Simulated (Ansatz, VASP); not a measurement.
Two plane-wave programs on TiBeB

File INCAR:

```
SYSTEM = TiBeB
ALGO = Normal
EDIFF = 1E-6
ENCUT = 520
ISIF = 2
ISMEAR = -1
LASPH = .TRUE.
LCHARG = .TRUE.
LELF = .TRUE.
LREAL = .FALSE.
LVHAR = .TRUE.
LWAVE = .FALSE.
NBANDS = 16
NELM = 60
PREC = Accurate
SIGMA = 0.1
```

KPOINTS

```
k-points
0
G
  11 11 10
  0 0 0
```

POSCAR

```
TiBeB
1.0
    3.2782370000      0.0000000000      0.0000000000
   -1.6391185000      2.8390365216      0.0000000000
    0.0000000000      0.0000000000      3.1429130000
Ti Be B
1 1 1
Direct
    0.3333330000      0.6666670000      0.0000000000
    0.6666670000      0.3333330000      0.5000000000
    0.0000000000      0.0000000000      0.5000000000
```

Input for Ansatz:

```yaml
crystal:
  lattice:
    - [3.278237, 0.0, 0.0]
    - [-1.6391184999999993, 2.839036521626087, 0.0]
    - [0.0, 0.0, 3.142913]
  atoms:
    - { symbol: Ti, position: [0.333333, 0.666667, 0.0] }
    - { symbol: Be, position: [0.6666670000000001, 0.333333, 0.5] }
    - { symbol: B, position: [0.0, 0.0, 0.5] }
kpoints:
  mp_grid:
    grid: [11, 11, 10]
hamiltonian:
  xc: lda
  pseudopotentials:
    kind: paw
scf:
  convergence:
    dr2_threshold: 1.0e-10
  occupations:
    method: fermi_dirac
    width: 0.1
output:
  forces: true
  stress: true
  eigenvalues: true
```

The cell comes from a database or a generator and needn't be the stable form of this composition.

Alike in both runs: task single point; functional LDA; k mesh 11 × 11 × 10; occupations fermi-dirac, width 0.1 eV; no spin polarisation.

|  | VASP | Ansatz |
| --- | --- | --- |
| version | VASP 6.6.1 | Ansatz 0.2.0 |
| potentials or method | VASP PAW LDA potentials, release 64 (Ti_sv, Be, B) | plane waves, PAW |
| plane-wave cutoff (eV) | 520 | 420 |
| valence electrons in the cell | 17 | 17 |

VASP gave:

```
gap on the k mesh at the Fermi level (eV)       : none
pressure (GPa)                                  : -8.3
largest component of the traceless stress (GPa) : 0.11
```

**Question.** Estimate Ansatz's values.

**Answer.** gap on the k mesh at the Fermi level (eV): none; pressure (GPa): -8.8; largest component of the traceless stress (GPa): 0.06.

A gap of «none» marks a metal or a gap that the smearing closes. Ansatz warned: «structure_snapped_to_symmetry».
